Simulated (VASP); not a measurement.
Energy against volume of NiAl (CsCl type). Computed with TPSS meta-GGA, VASP's PBE PAW potentials (set 64) (plane waves; VASP). Run with 520 eV cut-off, 13×13×13 Γ-centred mesh, first-order Methfessel-Paxton smearing of 0.10 eV, potentials Al Ni.

| V (Å³/atom) | E (eV/atom) |
|---|---|
| 11.145 | -11.25285 |
| 11.500 | -11.27098 |
| 11.856 | -11.27589 |
| 12.212 | -11.26954 |

Task: Fit these four points and predict the energy of the run at 12.567 Å³/atom.

Result: A cubic in V^(−2/3), the third-order Birch-Murnaghan form, passes through the four points with V0 = 11.82 Å³/atom and B0 = 170 GPa, and gives -11.2537 eV/atom there. The run gave -11.2536 eV/atom, +0.1 meV/atom from the fit; all five points give B0 = 171 GPa.

The compound is NiAl in the CsCl type structure. It was relaxed first. The run is not spin-polarised, so no magnetic state was tried.
